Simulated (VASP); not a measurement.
Given:

```
CELL_PARAMETERS angstrom
      5.16728     0.00000     0.00000
     -2.58364     4.47499     0.00000
      0.00000     0.00000    13.98566
ATOMIC_POSITIONS crystal
  Sn 0.66667 0.33333 0.50000
  Te 0.33333 0.66667 0.50000
```

Method: r2SCAN meta-GGA, VASP's PBE PAW potentials (set 64) (plane waves; VASP). Settings: 400 eV cut-off, 7×7×1 Γ-centred mesh, tetrahedra with Blöchl corrections, potentials Sn_d Te.

The cell holds a wide vacuum, so values per volume refer to the whole cell.

Give the energies of bands 7 to 13 at the high-symmetry points, in eV from the Fermi level.

```
band      Γ      M      K
----  -----  -----  -----
7     -5.50  -7.85  -8.01
8     -2.96  -3.64  -4.24
9     -2.96  -1.95  -1.79
10    -2.76  -1.40  -0.04
11     1.56   0.15   0.31
12     1.56   3.38   1.85
13     1.85   4.46   4.36
```

It has no gap at this level: it comes out as a metal or semimetal.

The cell is a sheet with vacuum, built from a generated structure.
